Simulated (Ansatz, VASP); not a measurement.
**BeN: VASP beside Ansatz**

INCAR

```
ALGO = Normal ; EDIFF = 1E-7
EDIFFG = -0.01 ; ENCUT = 600
GGA = PE ; IBRION = 2
ISIF = 3 ; ISMEAR = 0
LASPH = T ; LCHARG = F
LREAL = F ; LWAVE = F
NELM = 100 ; NSW = 100
PREC = Accurate ; SIGMA = 0.1
```

KPOINTS

```
k-points
0
Gamma
  18 18 18
```

The input POSCAR:

```
BeN
1.0
    1.4498161632      0.8370517521      3.9116924555
   -1.4498161632      0.8370517521      3.9116924555
    0.0000000000     -1.6741035042      3.9116924555
Be N
2 2
Direct
    0.7408629165      0.7408629165      0.7408629165
    0.2591370835      0.2591370835      0.2591370835
    0.5689860305      0.5689860305      0.5689860305
    0.4310139695      0.4310139695      0.4310139695
```

Input for Ansatz:

```yaml
crystal:
  lattice:
    - [1.4498161632, 0.8370517521, 3.9116924555]
    - [-1.4498161632, 0.8370517521, 3.9116924555]
    - [0.0, -1.6741035042, 3.9116924555]
  atoms:
    - { symbol: Be, position: [0.7408629165, 0.7408629165, 0.7408629165] }
    - { symbol: Be, position: [0.2591370835, 0.2591370835, 0.2591370835] }
    - { symbol: "N", position: [0.5689860305, 0.5689860305, 0.5689860305] }
    - { symbol: "N", position: [0.4310139695, 0.4310139695, 0.4310139695] }
basis:
  ecutwfc: 420
kpoints:
  mp_grid: { grid: [18, 18, 18] }
hamiltonian:
  xc: pbe
scf:
  occupations: { method: gaussian, width: 0.1 }
output:
  forces: true
  stress: true
  eigenvalues: true
  write_density: true
  write_potential: true
  elf: true
  volumetric_format: npy
relax:
  adjacent_minimum: "off"
  f_tol: 0.01
  max_steps: 80
  cell: { stress_tol: 0.05 }
```

Change from the starting cell: species swapped into the YCl type (R-3m, No. 166).

Alike in both runs: task relaxation of cell and atoms; functional PBE; k mesh 18 × 18 × 18; occupations gaussian, width 0.1 eV; no spin polarisation.

|  | VASP | Ansatz |
| --- | --- | --- |
| version | VASP 6.6.1 | Ansatz 0.2.0 |
| potentials or method | VASP PAW PBE potentials, release 64 (Be, N) | scalar-relativistic, plane waves, PAW |
| plane-wave cutoff (eV) | 600 | 420 |
| valence electrons in the cell | 14 | 14 |

```tsv
	VASP	Ansatz	Ansatz less VASP
gap on the k mesh at the Fermi level, each at its own relaxed structure (eV)	none	none	-
relaxed volume (Å³/atom)	7.12	7.12	0.000
relaxed cell length with the largest relative difference (Å)	4.255	4.255	0.0000
```

A gap of «none» marks a metal or a gap that the smearing closes.

Caveats: the relaxation stopped at its first step, so nothing moved.
